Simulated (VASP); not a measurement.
The input files of a VASP run:

KPOINTS:
```
Automatic mesh
0
Gamma
8 8 8
0 0 0
```

### INCAR
```
SYSTEM = Li2O
PREC = Accurate; ENCUT = 600; LREAL = .FALSE.
LASPH = .TRUE.
EDIFF = 1E-7; NELM = 100; ALGO = Normal
ISMEAR = 0; SIGMA = 0.05
GGA = PE
ISIF = 2
LWAVE = .FALSE.; LCHARG = .FALSE.
```

File POSCAR:
```
Li2O
1
    0.0000000000     2.3100000000     2.3100000000
    2.3100000000     0.0000000000     2.3100000000
    2.3100000000     2.3100000000     0.0000000000
Li O
2 1
Direct
  0.2500000000   0.2500000000   0.2500000000
  0.7500000000   0.7500000000   0.7500000000
  0.0000000000   0.0000000000   0.0000000000
```

POTCAR, in this order: Li_sv O (PBE.64 set). Program: vasp_std.

Q: Translate this PBE calculation to Quantum ESPRESSO's pw.x.

A: One equivalent input (not run):
```
&CONTROL
  calculation = 'scf'
  pseudo_dir = './pseudo'
  outdir = './out'
  tprnfor = .true.
  tstress = .true.
/
&SYSTEM
  ibrav = 0
  nat = 3
  ntyp = 2
  ecutwfc = 84
  occupations = 'smearing'
  smearing = 'gaussian'
  degauss = 0.003675
  input_dft = 'pbe'
/
&ELECTRONS
  conv_thr = 7.3e-09
  electron_maxstep = 100
/
ATOMIC_SPECIES
  Li 6.940 Li.upf
  O 15.999 O.upf
CELL_PARAMETERS angstrom
     0.0000000    2.3100000    2.3100000
     2.3100000    0.0000000    2.3100000
     2.3100000    2.3100000    0.0000000
ATOMIC_POSITIONS crystal
  Li   0.2500000  0.2500000  0.2500000
  Li   0.7500000  0.7500000  0.7500000
  O    0.0000000  0.0000000  0.0000000
K_POINTS automatic
  8 8 8 0 0 0
```
The two are equivalent in intent, not identical: the potentials are each code's own (VASP's PAW set, PseudoDojo norm-conserving files in pw.x), so ENCUT and ecutwfc are chosen apart and not converted; conv_thr bounds pw.x's estimated SCF error, while EDIFF bounds the energy change between steps.

The compound is Li2O in the antifluorite structure. The cell was not relaxed at this level.
